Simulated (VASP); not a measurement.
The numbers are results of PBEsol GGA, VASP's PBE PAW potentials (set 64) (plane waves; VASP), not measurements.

A VASP calculation is set up with these files.

### POSCAR
```
VGe
2.8756890
  0.9999999870   0.0000000000   0.0000000000
 -0.4999999935   0.8660253789   0.0000000000
  0.0000000000   0.0000000000   2.7094309874
V Ge
2 2
Cart
  0.9999999870   0.0000000000   0.0000000000
  0.9999999870   0.0000000000   1.3547154937
 -0.0000005000   0.5773505413   0.6773577468
  0.5000004935   0.2886748376   2.0320732405
```

**INCAR**
```
SYSTEM=VGe
PREC=Accurate; ENCUT=400; LREAL=.False.
LASPH=.True.
EDIFF=1E-7; NELM=100; ALGO=Normal
LMAXMIX=4
ISMEAR=-5
GGA=PS
ISIF=2
LWAVE=.False.; LCHARG=.True.; LORBIT=11
NEDOS=601
LEFG=.True.
```

**KPOINTS**
```
Automatic mesh
0
Gamma
14 14 5
0 0 0
```

POTCAR, in this order: V_sv Ge_d (PBE.64 set). Program: vasp_std.

Output

OUTCAR:
```
 ion  position               nearest neighbor table
   1  0.000  0.000  0.000-   3 2.56   4 2.56   3 2.56   4 2.56   4 2.56   3 2.56
   2  0.000  0.000  0.500-   3 2.56   4 2.56   3 2.56   4 2.56   4 2.56   3 2.56
   3  0.333  0.667  0.250-   1 2.56   2 2.56   1 2.56   2 2.56   1 2.56   2 2.56
   4  0.667  0.333  0.750-   1 2.56   2 2.56   1 2.56   2 2.56   1 2.56   2 2.56
  LATTYP: Found a hexagonal cell.
 ALAT       =     2.8756889625
 C/A-ratio  =     2.7094310227
 Subroutine PRICEL returns:
 Original cell was already a primitive cell.
 Subroutine GETGRP returns: Found 24 space group operations
The static configuration has the point symmetry D_3d.
 The point group associated with its full space group is D_6h.
The dynamic configuration has the point symmetry D_3d.
 Subroutine INISYM returns: Found 24 space group operations
 Subroutine IBZKPT returns following result:
 Found     72 irreducible k-points:

 Following reciprocal coordinates:
            Coordinates               Weight
  0.000000  0.000000  0.000000      1.000000
  0.071429 -0.000000  0.000000      6.000000
  0.142857 -0.000000  0.000000      6.000000
  0.214286 -0.000000  0.000000      6.000000
  0.285714 -0.000000  0.000000      6.000000
  0.357143 -0.000000  0.000000      6.000000
  0.428571 -0.000000  0.000000      6.000000
  0.500000 -0.000000  0.000000      3.000000
  0.071429  0.071429  0.000000      6.000000
  0.142857  0.071429  0.000000     12.000000
  0.214286  0.071429  0.000000     12.000000
  0.285714  0.071429  0.000000     12.000000
  0.357143  0.071429  0.000000     12.000000
  0.428571  0.071429  0.000000     12.000000
  0.142857  0.142857  0.000000      6.000000
  0.214286  0.142857  0.000000     12.000000
  0.285714  0.142857  0.000000     12.000000
  0.357143  0.142857  0.000000     12.000000
  0.428571  0.142857  0.000000      6.000000
  0.214286  0.214286  0.000000      6.000000
...
```

File OSZICAR:
```
       N       E                     dE             d eps       ncg     rms          rms(c)
DAV:   1     0.505061518005E+03    0.50506E+03   -0.24706E+04  5920   0.365E+03
DAV:   2     0.319437634614E+02   -0.47312E+03   -0.46578E+03  4640   0.744E+02
DAV:   3    -0.315910171190E+02   -0.63535E+02   -0.62752E+02  5336   0.198E+02
DAV:   4    -0.340748809084E+02   -0.24839E+01   -0.24685E+01  5184   0.457E+01
DAV:   5    -0.341335451517E+02   -0.58664E-01   -0.58616E-01  5672   0.746E+00    0.283E+01
DAV:   6    -0.314798312994E+02    0.26537E+01   -0.55600E+01  5672   0.412E+01    0.794E+00
DAV:   7    -0.302466496819E+02    0.12332E+01   -0.14769E+01  5528   0.259E+01    0.643E+00
DAV:   8    -0.300656864583E+02    0.18096E+00   -0.13152E+00  5136   0.738E+00    0.507E-01
DAV:   9    -0.300662929460E+02   -0.60649E-03   -0.73501E-02  5952   0.230E+00    0.356E-01
DAV:  10    -0.300649464974E+02    0.13464E-02   -0.86244E-03  5608   0.674E-01    0.106E-01
DAV:  11    -0.300648338560E+02    0.11264E-03   -0.64439E-04  6056   0.232E-01    0.364E-02
DAV:  12    -0.300648325740E+02    0.12820E-05   -0.48072E-05  5712   0.432E-02    0.117E-02
DAV:  13    -0.300648444206E+02   -0.11847E-04   -0.75615E-06  5808   0.220E-02    0.479E-03
DAV:  14    -0.300648445293E+02   -0.10868E-06   -0.86033E-07  5200   0.963E-03    0.112E-03
DAV:  15    -0.300648443748E+02    0.15450E-06   -0.55130E-08  3032   0.176E-03    0.632E-04
DAV:  16    -0.300648440698E+02    0.30500E-06   -0.43155E-08  2752   0.152E-03    0.110E-04
DAV:  17    -0.300648440573E+02    0.12436E-07   -0.10261E-08  2752   0.844E-04
   1 F= -.30064844E+02 E0= -.30064844E+02  d E =0.000000E+00
```

**OUTCAR**
```
------------------------ aborting loop because EDIFF is reached ----------------------------------------
  FORCE on cell =-STRESS in cart. coord.  units (eV):
  Direction    XX          YY          ZZ          XY          YZ          ZX
  --------------------------------------------------------------------------------------
  Total        0.0899491      0.0899491     -0.2043166      0.0000000      0.0000000      0.0000000
  in kB        2.5826942      2.5826941     -5.8665091      0.0000000      0.0000000      0.0000000
  external PRESSURE =      -0.2337070 kB  Pullay stress =       0.0000000 kB
  volume of cell :       55.80
      direct lattice vectors                 reciprocal lattice vectors
     2.875688962  0.000000000  0.000000000     0.347742754  0.200769376  0.000000000
    -1.437844481  2.490419656  0.000000000     0.000000000  0.401538752  0.000000000
     0.000000000  0.000000000  7.791480887     0.000000000  0.000000000  0.128345306
 POSITION                                       TOTAL-FORCE (eV/Angst)
 -----------------------------------------------------------------------------------
      0.00000      0.00000      0.00000        -0.000000      0.000000     -0.000000
      0.00000      0.00000      3.89574        -0.000000      0.000000     -0.000000
     -0.00000      1.66028      1.94787        -0.000000      0.000000      0.000000
      1.43785      0.83014      5.84361         0.000000      0.000000     -0.000000
 -----------------------------------------------------------------------------------
    total drift:                                0.000000     -0.000000      0.000000
  FREE ENERGIE OF THE ION-ELECTRON SYSTEM (eV)
  ---------------------------------------------------
  free  energy   TOTEN  =       -30.0648440573 eV

  energy  without entropy=      -30.0648440573  energy(sigma->0) =      -30.06484406

 total charge

# of ion       s       p       d       tot
------------------------------------------
    1        2.248   6.215   3.136  11.599
    2        2.248   6.215   3.136  11.599
    3        1.149   1.289  10.085  12.523
    4        1.149   1.289  10.085  12.523
--------------------------------------------------
tot          6.795  15.008  26.443  48.245

 Electric field gradients after diagonalization (V/A^2)
 (convention: |V_zz| > |V_xx| > |V_yy|)
----------------------------------------------------------------------
 ion       V_xx      V_yy      V_zz     asymmetry (V_yy - V_xx)/ V_zz
----------------------------------------------------------------------
   1     -15.180   -15.178    30.358       0.000
   2     -15.180   -15.178    30.358       0.000
   3      82.231    82.219  -164.451       0.000
   4      82.231    82.219  -164.451       0.000
```
(Selected blocks of OUTCAR.)

For a metal the tetrahedron method with Blöchl corrections gives inexact stress and forces.

The structure was generated: VGe was put into the NiAs type (P6_3/mmc), which need not be its known phase. It was relaxed first, which changed the volume by -17 %. The run is not spin-polarised, so no magnetic state was tried.
